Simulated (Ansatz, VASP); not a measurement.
# TaSb4Au: VASP beside Ansatz

```
CELL_PARAMETERS angstrom
0.00000 4.18392 4.18392
4.18392 0.00000 4.18392
4.18392 4.18392 0.00000
ATOMIC_POSITIONS crystal
Ta 0.00000 0.00000 0.00000
Sb 0.87483 0.37506 0.37506
Sb 0.37506 0.37506 0.37506
Sb 0.37506 0.87483 0.37506
Sb 0.37506 0.37506 0.87483
Au 0.75000 0.75000 0.75000
```

Change from the starting cell: species swapped into the YbCu4Au type (F-43m, No. 216).

Alike in both runs: task single point; functional PBE; k mesh 4 × 4 × 4; occupations gaussian, width 0.1 eV; no spin polarisation.

|  | VASP | Ansatz |
| --- | --- | --- |
| version | VASP 6.6.1 | Ansatz 0.2.0 |
| potentials or method | VASP PAW PBE potentials, release 64 (Ta_pv, Sb, Au) | scalar-relativistic, plane waves, PAW |
| plane-wave cutoff (eV) | 520 | 420 |
| valence electrons in the cell | 42 | 92 |

```tsv
	VASP	Ansatz	Ansatz less VASP
gap on the k mesh at the Fermi level (eV)	none	none	-
pressure (GPa)	3.3	3.3	-0.05
rms of the force components (eV/Å)	0.078	0.079	+0.0012
```

Atom by atom the forces differ by 0.001 eV/Å (rms over components). A gap of «none» marks a metal or a gap that the smearing closes. The two sets of potentials don't hold the same shells in valence.

The runs have no spin-orbit coupling, so splittings on Au, Sb, Ta are missing.
